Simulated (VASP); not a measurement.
Calculation: LDA (Ceperley-Alder, Perdew-Zunger), VASP's LDA PAW potentials (set 64) (plane waves; VASP).

Input for VASP

KPOINTS:
```
Automatic mesh
0
Gamma
14 14 7
0 0 0
```

### POSCAR
```
Zn
1.0
  1.3022702860  -2.2555986983   0.0000000000
  1.3022702860   2.2555986983   0.0000000000
  0.0000000000   0.0000000000   4.5839303646
Zn
2
Cart
  1.3022702860   0.7518677365   1.1459825911
  1.3022702860  -0.7518677365   3.4379477734
```

INCAR:
```
! general
SYSTEM  = Zn
PREC    = Accurate
ENCUT   = 400
LREAL   = .False.
LASPH   = .True.   ! aspherical one-centre terms

! electronic loop
EDIFF   = 1E-6   ! SCF stop (eV)
NELM    = 100
ALGO    = Normal   ! blocked Davidson
LMAXMIX = 4

! smearing
ISMEAR  = 1   ! Methfessel-Paxton
SIGMA   = 0.1

! ions
IBRION  = 2
NSW     = 60   ! most ionic steps
ISIF    = 3   ! ions, shape and volume
EDIFFG  = -0.01   ! ionic stop

! output
LWAVE   = .False.
LCHARG  = .False.
```

POTCAR, in this order: Zn (LDA.64 set). Program: vasp_std.

### Question
Predict the energy per atom (σ→0), volume per atom, band gap (on the k-mesh).

### Answer

```
Item                                                        Result
------------------------  ----------------------------------------
energy per atom (σ→0)                               -1.877 eV/atom
band gap (on the k-mesh)  none (metal, semimetal or under 0.01 eV)
volume per atom                                      13.42 Å³/atom
```

**OSZICAR**
```
...
   1 F= -.37535065E+01 E0= -.37534796E+01  d E =-.375351E+01
       N       E                     dE             d eps       ncg     rms          rms(c)
DAV:   1    -0.375788039651E+01   -0.43739E-02   -0.45732E-02  3120   0.448E+00    0.463E-01
DAV:   2    -0.375409000642E+01    0.37904E-02   -0.14307E-02  3152   0.286E+00    0.150E-01
DAV:   3    -0.375372387764E+01    0.36613E-03   -0.22468E-04  3992   0.260E-01    0.827E-02
DAV:   4    -0.375356180847E+01    0.16207E-03   -0.27180E-05  4576   0.103E-01    0.371E-03
DAV:   5    -0.375356220143E+01   -0.39296E-06   -0.37943E-06  3312   0.173E-02
   2 F= -.37535622E+01 E0= -.37535335E+01  d E =-.556644E-04
```

The compound is Zn in the hcp structure. This run relaxes it. Symmetry was kept, so distortions that lower it aren't found. The start is the result of an earlier pass.
